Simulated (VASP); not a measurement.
Here is the system:

```
CELL_PARAMETERS angstrom
      4.69327    -8.12898     0.00000
      4.69327     8.12898     0.00000
      0.00000     0.00000    10.01920
ATOMIC_POSITIONS crystal
  Al 0.22352 0.11194 0.24865
  Al 0.11071 0.22229 0.99967
  Al 0.22205 0.11208 0.74789
  Al 0.11279 0.22437 0.50021
  Al 0.22275 0.44481 0.24965
  Al 0.11134 0.55611 0.00072
  Al 0.22172 0.44506 0.75106
  Al 0.11172 0.55690 0.50026
  Al 0.22259 0.77857 0.24951
  Al 0.11108 0.88913 0.99977
  Al 0.22274 0.77897 0.75010
  Al 0.11285 0.88976 0.50049
  Al 0.55497 0.11190 0.24864
  Al 0.44448 0.22238 0.99235
  Al 0.55653 0.11203 0.74786
  Al 0.55311 0.43948 0.24633
  Al 0.44499 0.55615 0.99821
  Al 0.55684 0.44705 0.74437
  Al 0.43839 0.55339 0.50302
  Al 0.55482 0.77683 0.25050
  Al 0.44468 0.88911 0.99974
  Al 0.55597 0.77954 0.75016
  Al 0.44349 0.88976 0.50047
  Al 0.88936 0.11214 0.25101
  Al 0.77819 0.22236 0.99968
  Al 0.88910 0.11171 0.74910
  Al 0.77815 0.22447 0.50023
  Al 0.88867 0.44480 0.24968
  Al 0.77787 0.55625 0.99819
  Al 0.88994 0.44512 0.75108
  Al 0.78172 0.55349 0.50305
  Al 0.88870 0.77694 0.25049
  Al 0.77809 0.88951 0.00080
  Al 0.89016 0.77961 0.75017
  Al 0.77730 0.88809 0.49872
  N  0.19772 0.09933 0.43378
  N  0.11098 0.22347 0.18978
  N  0.21927 0.10996 0.94092
  N  0.11102 0.22389 0.69143
  N  0.21902 0.44545 0.44105
  N  0.11144 0.55622 0.19126
  N  0.22181 0.44482 0.94161
  N  0.11165 0.55671 0.69183
  N  0.22232 0.77803 0.44131
  N  0.11041 0.88763 0.18976
  N  0.22229 0.77791 0.94093
  N  0.11145 0.88928 0.69144
  N  0.56811 0.09931 0.43377
  N  0.44296 0.21929 0.18417
  N  0.55729 0.10994 0.94092
  N  0.44512 0.22373 0.71502
  N  0.44407 0.55551 0.18885
  N  0.55723 0.44779 0.93968
  N  0.44262 0.55835 0.69416
  N  0.55409 0.77604 0.44168
  N  0.44382 0.88757 0.18972
  N  0.55646 0.77893 0.94128
  N  0.44436 0.88923 0.69145
  N  0.88910 0.11163 0.44193
  N  0.77908 0.22347 0.18977
  N  0.88876 0.11099 0.94063
  N  0.77935 0.22388 0.69144
  N  0.89300 0.44550 0.44108
  N  0.77813 0.55561 0.18889
  N  0.88962 0.44483 0.94164
  N  0.78239 0.55845 0.69420
  N  0.88859 0.77619 0.44170
  N  0.77792 0.88924 0.19231
  N  0.88915 0.77902 0.94128
  N  0.77793 0.88940 0.69081
  C  0.55549 0.44439 0.44293
```
Cell charge -1.

Computed with PBE GGA, VASP's PBE PAW potentials (set 64) (plane waves; VASP). Numerical set-up: PREC = Normal, LREAL = Auto, ISYM = 0, NELECT = 285.0, 400 eV cut-off, 1×1×1 Γ-centred mesh, Gaussian smearing of 0.050 eV, potentials Al N C. Starting moments (MAGMOM): 71*0.0423. The cell's moment is fixed (NUPDOWN = 3).

The cell is charged, with a uniform compensating background.  The supercell is sampled at Γ alone, which is coarse: total energies, pressure and levels can be off, energies of defects by several tenths of an eV.

Question: What does the run give for the cell moment, energy per atom (σ→0)?

Answer: 
```json
{
 "cell_moment": "3.00 μB",
 "energy per atom (σ→0)": "-7196 meV/atom"
}
```

Question: Give the moment on each site (PAW-sphere projection).

Answer: 
```json
[
 {"site": "Al1", "moment (μB)": "0.00"},
 {"site": "Al2", "moment (μB)": "0.00"},
 {"site": "Al3", "moment (μB)": "0.00"},
 {"site": "Al4", "moment (μB)": "0.00"},
 {"site": "Al5", "moment (μB)": "0.00"},
 {"site": "Al6", "moment (μB)": "0.00"},
 {"site": "Al7", "moment (μB)": "0.00"},
 {"site": "Al8", "moment (μB)": "0.00"},
 {"site": "Al9", "moment (μB)": "0.00"},
 {"site": "Al10", "moment (μB)": "0.00"},
 {"site": "Al11", "moment (μB)": "0.00"},
 {"site": "Al12", "moment (μB)": "0.00"},
 {"site": "Al13", "moment (μB)": "0.00"},
 {"site": "Al14", "moment (μB)": "0.00"},
 {"site": "Al15", "moment (μB)": "0.00"},
 {"site": "Al16", "moment (μB)": "0.01"},
 {"site": "Al17", "moment (μB)": "0.00"},
 {"site": "Al18", "moment (μB)": "0.00"},
 {"site": "Al19", "moment (μB)": "0.01"},
 {"site": "Al20", "moment (μB)": "0.00"},
 {"site": "Al21", "moment (μB)": "0.00"},
 {"site": "Al22", "moment (μB)": "0.00"},
 {"site": "Al23", "moment (μB)": "0.00"},
 {"site": "Al24", "moment (μB)": "0.00"},
 {"site": "Al25", "moment (μB)": "0.00"},
 {"site": "Al26", "moment (μB)": "0.00"},
 {"site": "Al27", "moment (μB)": "0.00"},
 {"site": "Al28", "moment (μB)": "0.00"},
 {"site": "Al29", "moment (μB)": "0.00"},
 {"site": "Al30", "moment (μB)": "0.00"},
 {"site": "Al31", "moment (μB)": "0.01"},
 {"site": "Al32", "moment (μB)": "0.00"},
 {"site": "Al33", "moment (μB)": "0.00"},
 {"site": "Al34", "moment (μB)": "0.00"},
 {"site": "Al35", "moment (μB)": "0.00"},
 {"site": "N36", "moment (μB)": "0.31"},
 {"site": "N37", "moment (μB)": "0.01"},
 {"site": "N38", "moment (μB)": "0.02"},
 {"site": "N39", "moment (μB)": "0.00"},
 {"site": "N40", "moment (μB)": "0.01"},
 {"site": "N41", "moment (μB)": "0.00"},
 {"site": "N42", "moment (μB)": "0.00"},
 {"site": "N43", "moment (μB)": "0.00"},
 {"site": "N44", "moment (μB)": "0.00"},
 {"site": "N45", "moment (μB)": "0.01"},
 {"site": "N46", "moment (μB)": "0.00"},
 {"site": "N47", "moment (μB)": "0.00"},
 {"site": "N48", "moment (μB)": "0.31"},
 {"site": "N49", "moment (μB)": "0.01"},
 {"site": "N50", "moment (μB)": "0.02"},
 {"site": "N51", "moment (μB)": "0.27"},
 {"site": "N52", "moment (μB)": "0.02"},
 {"site": "N53", "moment (μB)": "0.02"},
 {"site": "N54", "moment (μB)": "0.01"},
 {"site": "N55", "moment (μB)": "0.06"},
 {"site": "N56", "moment (μB)": "0.01"},
 {"site": "N57", "moment (μB)": "0.00"},
 {"site": "N58", "moment (μB)": "0.00"},
 {"site": "N59", "moment (μB)": "0.05"},
 {"site": "N60", "moment (μB)": "0.01"},
 {"site": "N61", "moment (μB)": "0.00"},
 {"site": "N62", "moment (μB)": "0.00"},
 {"site": "N63", "moment (μB)": "0.01"},
 {"site": "N64", "moment (μB)": "0.02"},
 {"site": "N65", "moment (μB)": "0.00"},
 {"site": "N66", "moment (μB)": "0.01"},
 {"site": "N67", "moment (μB)": "0.06"},
 {"site": "N68", "moment (μB)": "0.00"},
 {"site": "N69", "moment (μB)": "0.00"},
 {"site": "N70", "moment (μB)": "0.00"},
 {"site": "C71", "moment (μB)": "0.55"}
]
```

The absolute energy has meaning only against runs of the same code, potentials and settings.

The cell is a supercell with a defect, built from AlN (wurtzite): C_N-vac_Al, charge -1.
